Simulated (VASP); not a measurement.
**Se (space group R-3): computed properties**

Method: r2SCAN meta-GGA, VASP's PBE PAW potentials (set 64) (plane waves; VASP 6.6.1).

For Se, the space group is R-3 (148) and the cell comes out as a = b = 11.289 Å, c = 4.852 Å, α = β = 90.00°, γ = 120.00°. The volume per atom is 29.75 Å^3/atom and the band gap (over mesh and band path) comes out as 1.75 eV. The smallest direct gap (over mesh and band path) comes out as 1.98 eV and the density is 4.41 g/cm³.

```cif
data_Se6
_chemical_formula_sum 'Se6'
_space_group_name_H-M_alt 'P 1'
_space_group_IT_number 1
_cell_length_a 6.71523
_cell_length_b 6.71523
_cell_length_c 6.71523
_cell_angle_alpha 114.392
_cell_angle_beta 114.392
_cell_angle_gamma 114.392
loop_
_space_group_symop_operation_xyz
  'x, y, z'
loop_
_atom_site_label
_atom_site_type_symbol
_atom_site_fract_x
_atom_site_fract_y
_atom_site_fract_z
_atom_site_occupancy
Se1 Se 0.84966 0.72596 0.09361 1
Se2 Se 0.15034 0.27404 0.90639 1
Se3 Se 0.09361 0.84966 0.72596 1
Se4 Se 0.90639 0.15034 0.27404 1
Se5 Se 0.72596 0.09361 0.84966 1
Se6 Se 0.27404 0.90639 0.15034 1
```

The structure comes from a computed database's Se entry (R-3); how it stands against other phases isn't given here. It was relaxed first. Symmetry was kept, so distortions that lower it aren't found.
